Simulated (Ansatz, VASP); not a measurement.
# SnSe2 in two plane-wave programs, part 2 of 2

Wanted: the spread between two codes on one cell, functional and k mesh.

VASP 6.6.1 and Ansatz 0.2.0.

So far. Step 3 (VASP: single point, PBE): The run ends at a pressure of 5.61 GPa, with forces up to 0.81 eV/Å. Step 5 (Ansatz: single point, LDA): The run ends at a pressure of 0.79 GPa, with forces up to 0.48 eV/Å.

**8. What the set-up changes**

Further runs change the set-up of one program: Ansatz's method, potentials or start, or VASP's data sets, cutoff or form of LDA. The table gives Ansatz less VASP for each quantity, since a change that brings one quantity closer may part another.

| run | r.m.s. force difference (meV/Å) | pressure (GPa) | gap on the k mesh (eV) |
| --- | --- | --- | --- |
| as above | 25 | -0.30 | -0.0081 |
| cores kept as stored | 20 | -0.24 | -0.0084 |
| Ansatz's all-electron LAPW method | 25 | -0.30 | -0.0062 |
| Ansatz's larger PAW set (cutoff 770 eV) | 25 | -0.30 | -0.0068 |
| norm-conserving potentials (cutoff 1170 eV) | 17 | -0.17 | -0.028 |

**9. Ansatz: single point, PBE, spin-orbit coupling**

With cell and atoms fixed, the geometry can't cause a difference; cores, projectors, grids and the points listed under the comparison can.

The input, input.yaml:

```yaml
crystal:
  lattice:
    - [3.811, 0.0, 0.0]
    - [-1.9055, 3.3004228138, 0.0]
    - [0.0, 0.0, 6.136]
  atoms:
    - { symbol: Sn, position: [0.0, 0.0, 0.0] }
    - { symbol: Se, position: [0.6666666667, 0.3333333333, 0.751] }
    - { symbol: Se, position: [0.3333333333, 0.6666666667, 0.249] }
hamiltonian:
  xc: pbe
  pseudopotentials: { kind: paw_fr }
magnetization:
  noncollinear: true
  spin_orbit: true
kpoints:
  mp_grid: { grid: [7, 7, 4] }
scf:
  occupations: { method: gaussian, width: 0.05 }
  n_extra_bands: 8
output:
  forces: true
  stress: true
  eigenvalues: true
```

On the command line:

```sh
> ansatz run input.yaml --threads 2 --pin off --max-ram 4608MiB --backend cpu --events-out ev --progress --plain --runs-dir out
```

Numbers of over 12 decimals in the logs are rounded to 6 here.

The log of the run:

```text
[...]
non-collinear run that drives no moment, with spin-orbit: no starting moment large enough to seed its density (crystal.atoms[].spin), no starting occupations that ask for one, no magnetisation constraint and no magnetic field, so the semilocal B_xc is pinned to zero
Crystal: 3 atoms, lattice volume = 77.178 Å³
[...]
k-point 1: bands = [... 42 lower, 7.6595, 7.6595, 7.9361, 7.9361, 10.0718, 10.0718, 11.0306, 11.0306, ... 4 higher]
  k-point 2: bands = [... 42 lower, 7.7294, 7.7294, 8.0053, 8.0053, 10.5762, 10.5762, 10.9929, 10.9929, ... 4 higher]
  k-point 27: bands = [... 42 lower, 7.5646, 7.5646, 7.7773, 7.7773, 10.5575, 10.5575, 12.6670, 12.6670, ... 4 higher]
[key lines of the parts left out:]
SCF converged after 9 iterations
Magnetization: |M| = 0.0000 μB,  M = (+0.0000, +0.0000, +0.0000) μB
Free energy (F): -16965.744067 eV
Fermi energy:    8.552545 eV
P = ⅓ Tr σ = 5.5740 GPa (55.740 kbar)
```

Wall time 7.4 s (2 threads of AMD EPYC 7B13 (Zen 3), shared host); peak memory 0.69 GiB.

The run ends at a pressure of 5.57 GPa, with forces up to 0.79 eV/Å.

**10. VASP: single point, PBE, spin-orbit coupling**

The same cell, functional, mesh and smearing now go to VASP, with its own data sets and cutoff.

The input, INCAR:

```
SYSTEM = SnSe2
PREC = Accurate
ENCUT = 400
EDIFF = 1E-07
NELM = 100
ISMEAR = 0
SIGMA = 0.05
LREAL = .FALSE.
ALGO = Normal
GGA = PE
LNONCOLLINEAR = .TRUE.
MAGMOM = 0 0 0 0 0 0 0 0 0
NBANDS = 96
GGA_COMPAT = .FALSE.
LASPH = .TRUE.
LSORBIT = .TRUE.
LWAVE = .FALSE.
LCHARG = .FALSE.
KPAR = 4
LOPTICS = .TRUE.
NEDOS = 2000
CSHIFT = 0.2
```

The input, POSCAR:

```
SnSe2
1.0
    3.8110000000      0.0000000000      0.0000000000
   -1.9055000000      3.3004228138      0.0000000000
    0.0000000000      0.0000000000      6.1360000000
Sn Se
1 2
Direct
    0.0000000000      0.0000000000      0.0000000000
    0.6666666667      0.3333333333      0.7510000000
    0.3333333333      0.6666666667      0.2490000000
```

The input, KPOINTS:

```
Automatic mesh
0
Gamma
7 7 4
0 0 0
```

Potentials, in the order of the species: Sn_d and Se (PBE family, release 64).

On the command line:

```sh
> mpirun -np 4 vasp_ncl
```

The log of the run:

```text
[... set-up lines as in an earlier step ...]
 entering main loop
       N       E                     dE             d eps       ncg     rms          rms(c)
DAV:   1     0.249538899113E+03    0.24954E+03   -0.70476E+03  6760   0.534E+02
DAV:   2     0.329909922495E+02   -0.21655E+03   -0.19051E+03  5872   0.244E+02
DAV:   3    -0.101187208627E+02   -0.43110E+02   -0.41971E+02  6168   0.705E+01
DAV:   4    -0.120748270622E+02   -0.19561E+01   -0.19518E+01  6352   0.166E+01
[...]
DAV:  14    -0.118333178277E+02   -0.51279E-06   -0.69617E-08  6280   0.174E-03    0.133E-03
DAV:  15    -0.118333179450E+02   -0.11730E-06   -0.15297E-07  5720   0.127E-03    0.310E-04
DAV:  16    -0.118333179213E+02    0.23684E-07   -0.10328E-08  5408   0.529E-04
   1 F= -.11833318E+02 E0= -.11833318E+02  d E =-.670358E-11  mag=    -0.0000    -0.0000    -0.0000
 optical routines
 imaginary and real dielectric function
 recalculating local potential from charge density
 direction            1
 direction            2
 direction            3
```

OUTCAR, selected parts (step 10):

```text
  Total        2.4860028      2.4860028      3.1816595      0.0000000     -0.0000000      0.0000000
  in kB       51.6081537     51.6081537     66.0496311      0.0000000     -0.0000000      0.0000000
  external PRESSURE =      56.4219795 kB  Pullay stress =       0.0000000 kB

 POSITION                                       TOTAL-FORCE (eV/Angst)
 -----------------------------------------------------------------------------------
      0.00000      0.00000      0.00000         0.000000      0.000000      0.000000
      1.90550      1.10014      4.60814        -0.000000      0.000000     -0.807353
     -0.00000      2.20028      1.52786         0.000000     -0.000000      0.807353
 -----------------------------------------------------------------------------------
    total drift:                                0.000000      0.000000      0.000000

  FREE ENERGIE OF THE ION-ELECTRON SYSTEM (eV)
  ---------------------------------------------------
  free  energy   TOTEN  =       -11.8333179213 eV

  energy  without entropy=      -11.8333179213  energy(sigma->0) =      -11.83331792

[... 1 part as in an earlier step ...]

[... 2 further parts left out ...]
[key lines of the parts left out:]
E-fermi :   4.4510
```

**11. Comparison**

What differs besides the data sets and the points named for the pairs above, as far as they apply: spin-orbit coupling enters by fully relativistic files in Ansatz and inside the spheres in VASP; the data sets hold 46 valence electrons in Ansatz (fully relativistic PAW (standard-fr) files) and 26 in VASP. Total energies have different zeros and are not compared.

Both answers:

| quantity | Ansatz | VASP | difference |
| --- | --- | --- | --- |
| pressure (GPa) | 5.57 | 5.64 | -0.07 |
| gap on the k mesh (eV) | 0.758 | 0.751 | +0.007 |

Forces (eV/Å; atoms numbered as in POSCAR):

| atom | Ansatz x, y, z | VASP x, y, z |
| --- | --- | --- |
| Sn1 | 0.000, 0.000, 0.000 | 0.000, 0.000, 0.000 |
| Se2 | 0.000, 0.000, -0.787 | 0.000, 0.000, -0.807 |
| Se3 | 0.000, 0.000, 0.787 | 0.000, 0.000, 0.807 |

The forces differ by 9.6 meV/Å r.m.s., which is 2.5 % of the r.m.s. force of 0.38 eV/Å (both taken over all components). A gap on the mesh is an upper bound, since the band edges may lie between its points. Ansatz's pressure holds a Pulay correction of 0.04 GPa; VASP's holds none.

**12. Results**

- r.m.s. force difference (single point, PBE): 2.5 % of the r.m.s. force
- r.m.s. force difference (single point, LDA): 9.8 % of the r.m.s. force
- r.m.s. force difference (single point, PBE, spin-orbit coupling): 2.5 % of the r.m.s. force

**Reading.** The r.m.s. force difference is 9.8 % of the r.m.s. force (single point, LDA), beyond the 3 % picked in this series as the mark of a large difference. Single point, LDA, norm-conserving potentials (cutoff 1170 eV): r.m.s. force difference goes from 25 to 17 meV/Å; the difference in pressure goes from -0.30 to -0.17 GPa; the difference in gap on the k mesh goes from -0.0081 to -0.028 eV. 1 further run of this series is not shown here. Such differences can come from data sets, numerical settings and the points named under the comparisons, not from the functional's error against experiment.

[Lines on the potential files, build, host, timing and source positions are cut from VASP's logs without a mark.]

[Logs are printed without paths, hosts, clocks, repeated set-up lines and the standing remarks that a program may print on its own settings, such as how far it seeks lower states.]

[Hosts, paths, dates, database ids (printed as entryN), source tags and the programs' standing remarks are cut or masked in the printed files.]
